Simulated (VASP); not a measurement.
Given:

```
CELL_PARAMETERS angstrom
      0.00000     3.29090     3.29090
      3.29090     0.00000     3.29090
      3.29090     3.29090     0.00000
ATOMIC_POSITIONS crystal
  Nb 0.00000 0.00000 0.00000
  Al 0.25000 0.25000 0.25000
```

Calculation: PBE GGA, VASP's PBE PAW potentials (set 64) (plane waves; VASP 6.6.1). Numerical set-up: 400 eV cut-off, 9×9×9 Γ-centred mesh, first-order Methfessel-Paxton smearing of 0.10 eV, potentials Nb_sv Al.

Energy and stress use the plane-wave basis of the starting cell.

Question: The ions, cell shape and volume are relaxed. Predict the relaxed structure.

Answer: 
```
CELL_PARAMETERS angstrom
      0.00000     2.97677     2.97677
      2.97677     0.00000     2.97677
      2.97677     2.97677     0.00000
ATOMIC_POSITIONS crystal
  Nb 0.00000 0.00000 0.00000
  Al 0.25000 0.25000 0.25000
```
Space group F-43m (216), at a tolerance of 0.03 Å.

Question: How do energy and volume change from the first to the last step?

Answer: The energy (σ→0) changes by -333.0 meV/atom and the volume by -26.0 %, in 3 ionic steps.

The structure was generated: NbAl was put into the zinc blende type (F-43m), which need not be its known phase. This run relaxes it. Symmetry was kept, so distortions that lower it aren't found.
